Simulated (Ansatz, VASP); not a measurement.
# SiCO4 in two plane-wave programs, part 2 of 2

Aim: how closely do two programs agree when they are given the same cell, functional and k mesh? Of the first pair: The two relaxations start from unlike cells of this crystal (the structure described is Ansatz's start), so only their ends are compared.

VASP 6.6.1 and Ansatz 0.2.0.

So far: Starting point; VASP: relaxation of cell and atoms, PBE; Ansatz: relaxation of cell and atoms, PBE; Side by side.

**5. VASP: dielectric response, PBE**

Level of this step: PBE; plane waves and PAW (Si, O, C) (VASP).

The response to a field tests empty states and converges slowly with the mesh.

File INCAR:

```
SYSTEM = SiCO4
PREC = Accurate
ENCUT = 520
EDIFF = 1E-08
NELM = 120
ISMEAR = 0
SIGMA = 0.01
LREAL = .FALSE.
ALGO = Normal
GGA = PE
NBANDS = 22
LORBIT = 11
LWAVE = .FALSE.
LCHARG = .FALSE.
ISIF = 2
LEPSILON = .TRUE.
LASPH = .TRUE.
GGA_COMPAT = .FALSE.
EFERMI = MIDGAP
KPAR = 2
```

File POSCAR:

```
SiCO4
1.0
   -2.2145678100      2.2145678100      3.3009129476
    2.2145678100     -2.2145678100      3.3009129476
    2.2145678100      2.2145678100     -3.3009129476
Si O C
1 4 1
Direct
    0.7500000000      0.2500000000      0.5000000000
    0.0224568369      0.6627492716      0.9217305169
    0.8992736800      0.9775431631      0.6402924347
    0.7410187547      0.1007263200      0.0782694831
    0.3372507284      0.2589812453      0.3597075653
    0.0000000000      0.0000000000      0.0000000000
```

File KPOINTS:

```
Automatic mesh
0
Gamma
7 7 7
0 0 0
```

PAW data sets: Si, O and C (PBE family, release 64).

Started as:

```sh
mpirun -np 2 vasp_std
```

Numbers of over 12 decimals in the logs are rounded to 6 here.

Log:

```text
[... set-up lines as in an earlier step ...]
 entering main loop
       N       E                     dE             d eps       ncg     rms          rms(c)
DAV:   1     0.180337607045E+03    0.18034E+03   -0.17668E+04  2288   0.138E+03
DAV:   2    -0.394989900348E+02   -0.21984E+03   -0.21193E+03  3172   0.307E+02
DAV:   3    -0.495264484697E+02   -0.10027E+02   -0.99894E+01  2912   0.695E+01
DAV:   4    -0.496242780988E+02   -0.97830E-01   -0.97762E-01  2844   0.779E+00
[...]
DAV:  14    -0.452795968852E+02   -0.21976E-06   -0.23975E-07  2840   0.386E-03    0.116E-03
DAV:  15    -0.452795969240E+02   -0.38823E-07   -0.96242E-08  2906   0.228E-03    0.412E-04
DAV:  16    -0.452795969190E+02    0.49663E-08   -0.89891E-09  1948   0.769E-04
   1 F= -.45279597E+02 E0= -.45279597E+02  d E =0.000000E+00
 Linear response reoptimize wavefunctions to high precision
DAV:   1    -0.452795969134E+02    0.56425E-08   -0.12290E-09  2080   0.265E-04
DAV:   2    -0.452795969134E+02   -0.24556E-10   -0.22049E-10  1900   0.103E-04
 Linear response G [H, r] |phi>, progress :
  Direction:   1
[...]
RMM:  12    -0.326595544908E+00   -0.21612E-06    0.10823E-07 11008   0.140E-04    0.225E-05
RMM:  13    -0.326595355975E+00    0.18893E-06    0.83617E-08  6725   0.701E-05    0.956E-06
 change of polarisation eV/A/(eV/A) component  2 :     0.000     0.598    -0.000
 dielectric tensor                  component  2 :     0.000     2.671    -0.000
 Linear response to external field, progress :
  Direction:   3
       N       E                     dE             d eps       ncg     rms          rms(c)
RMM:   1    -0.310163260017E+00   -0.31016E+00   -0.87926E-01  8360   0.310E+00
RMM:   2    -0.315947998653E+00   -0.57847E-02   -0.96454E-03  7846   0.603E-01    0.988E-01
RMM:   3    -0.309492569515E+00    0.64554E-02   -0.78278E-03  7771   0.546E-01    0.587E-01
RMM:   4    -0.325272479144E+00   -0.15780E-01   -0.99164E-03  7864   0.642E-01    0.872E-02
[...]
RMM:  10    -0.330379295293E+00    0.10321E-06   -0.41485E-10  7821   0.518E-04    0.460E-05
RMM:  11    -0.330378047326E+00    0.12480E-05   -0.34673E-09  6399   0.123E-04    0.158E-05
RMM:  12    -0.330378012624E+00    0.34702E-07   -0.10611E-08  4077   0.707E-05    0.401E-06
 change of polarisation eV/A/(eV/A) component  3 :    -0.027    -0.008     0.603
 dielectric tensor                  component  3 :    -0.076    -0.023     2.686
 Born effective charges drift removed
```

Parts of OUTCAR (step 5):

```text
  Total        0.2430239      0.2430239      0.2328572      0.0000003      0.0000000      0.0000000
  in kB        6.0129489      6.0129489      5.7614024      0.0000081      0.0000000      0.0000000
  external PRESSURE =       5.9291001 kB  Pullay stress =       0.0000000 kB

 POSITION                                       TOTAL-FORCE (eV/Angst)
 -----------------------------------------------------------------------------------
      0.00000      2.21457      1.65046         0.000000     -0.000000     -0.000000
      3.45921      0.62326     -0.78075        -0.074835      0.040329     -0.054279
      1.59130      1.24464      4.08166        -0.040329     -0.074835      0.054279
     -1.24464      1.59130      2.52017         0.074835     -0.040329     -0.054279
      0.62326      0.96993      0.78075         0.040329      0.074835      0.054279
      0.00000      0.00000      0.00000         0.000000     -0.000000     -0.000000
 -----------------------------------------------------------------------------------
    total drift:                                0.000001      0.000001      0.000001

 MACROSCOPIC STATIC DIELECTRIC TENSOR (including local field effects in DFT)
 ------------------------------------------------------
           2.670542     0.000000     0.000000
          -0.000000     2.670542     0.000000
          -0.000000     0.000000     2.685837
 ------------------------------------------------------

[... 2 further parts left out ...]
```

**6. Ansatz: dielectric response, PBE**

The same cell, functional and mesh now go to Ansatz, which takes its cutoff from its data sets.

The cell is taken from a series of runs on this material, whose earlier steps may have relaxed, scaled, displaced or heated it; both programs get it as it stands.

File input.yaml:

```yaml
crystal:
  lattice:
    - [-2.21456781, 2.21456781, 3.3009129476]
    - [2.21456781, -2.21456781, 3.3009129476]
    - [2.21456781, 2.21456781, -3.3009129476]
  atoms:
    - { symbol: Si, position: [0.75, 0.25, 0.5] }
    - { symbol: O, position: [0.0224568369, 0.6627492716, 0.9217305169] }
    - { symbol: O, position: [0.89927368, 0.9775431631, 0.6402924347] }
    - { symbol: O, position: [0.7410187547, 0.10072632, 0.0782694831] }
    - { symbol: O, position: [0.3372507284, 0.2589812453, 0.3597075653] }
    - { symbol: C, position: [0.0, 0.0, 0.0] }
kpoints:
  mp_grid: { grid: [7, 7, 7] }
scf:
  occupations: { method: fixed }
hamiltonian:
  xc: pbe
  pseudopotentials: { kind: paw }
dielectric: {}
```

Started as:

```sh
ansatz run input.yaml --threads 2 --pin off --max-ram 5120MiB --backend cpu --events-out ev --progress --plain --runs-dir out
```

Log:

```text
[...]
Crystal: 6 atoms, lattice volume = 64.755 Å³
Basis set: ecut = 420 eV, 1267 PW (Γ), exchange–correlation on 64×64×64 points (8 copies of the dense FFT grid, shifted against one another)
Bands: 22, of which v1, the nominal top of the filled ones, is band 16 counted from 1 (15 counted from 0)
Symmetry: 4 space group operations
k-points: 172 of 343 (irreducible under 1 space group operation, time reversal used)
[...]
0.11736   -1.06300    0.10033
[...]
site 2:
[...]
site 3:
[...]
site 4:
[...]
-0.06505   -0.86577   -1.60201
    site 5:
         2.91356   -0.58550   -0.00000
         0.58550    2.91356   -0.00000
         0.00000    0.00000    2.93608
  Z* charge neutrality: 7.965e-5 e pre-enforcement
  k-mesh period / interband length: 31.9 Å / 1.07 Å = 29.85 at k = (0.0000, 0.0000, 0.0000), direct gap 7.172 eV — 14 or more, which is no proof of convergence
[key lines of the parts left out:]
SCF converged after 8 iterations
Free energy (F): -3157.382694 eV
Fermi energy:    2.731994 eV
```

**7. Side by side**

What differs besides the data sets and the points named for the pairs above, as far as they apply: fixed occupations in Ansatz, narrow Gaussian smearing in VASP; the cutoff is 420 eV in Ansatz and 520 eV in VASP. Total energies have different zeros and are not compared.

Compared:

```csv
quantity,Ansatz,VASP,difference
ε∞ xx,2.68,2.67,+0.19 %
ε∞ yy,2.68,2.67,+0.19 %
ε∞ zz,2.69,2.69,+0.21 %
```

**8. Outcome**

```yaml
difference_in_volume_relaxation_of_cell_and_atoms_pbe: 0.14 %
difference_in_eps_infinity_zz_dielectric_response_pbe: 0.21 %
```

**Reading.** The difference in volume is 0.14 % (relaxation of cell and atoms, PBE), within the 1.2 % picked in this series as the mark of a large difference, as far as the stopping tolerances let one tell. How closely two codes agree says nothing of how well the functional describes the real material.

[Lines on the potential files, build, host, timing and source positions are cut from VASP's logs without a mark.]

[Logs are printed without paths, hosts, clocks, repeated set-up lines and the standing remarks that a program may print on its own settings, such as how far it seeks lower states.]

[Hosts, paths, dates, database ids (printed as entryN), source tags and the programs' standing remarks are cut or masked in the printed files.]
